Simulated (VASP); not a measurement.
# Tc (relaxed from the bcc structure, space group Im-3m): computed properties

Method: PBEsol GGA, VASP's PBE PAW potentials (set 64) (plane waves; VASP).

```yaml
space_group: Im-3m (229)
cell: a = 3.044 Å, b = 3.044 Å, c = 3.044 Å, α = 90.00°, β = 90.00°, γ = 90.00°
volume_per_atom: 14.11 Å^3/atom
band gap (over mesh and band path): none (metal, semimetal or under 0.01 eV)
density: 11.52 g/cm³
```

```
Tc
1.0
   -1.52215     1.52215     1.52215
    1.52215    -1.52215     1.52215
    1.52215     1.52215    -1.52215
Tc
1
Cartesian
  0.00000   0.00000   0.00000
```

The structure was generated: Tc was put into the bcc type (Im-3m), which need not be its known phase. It was relaxed first. Symmetry was kept, so distortions that lower it aren't found.
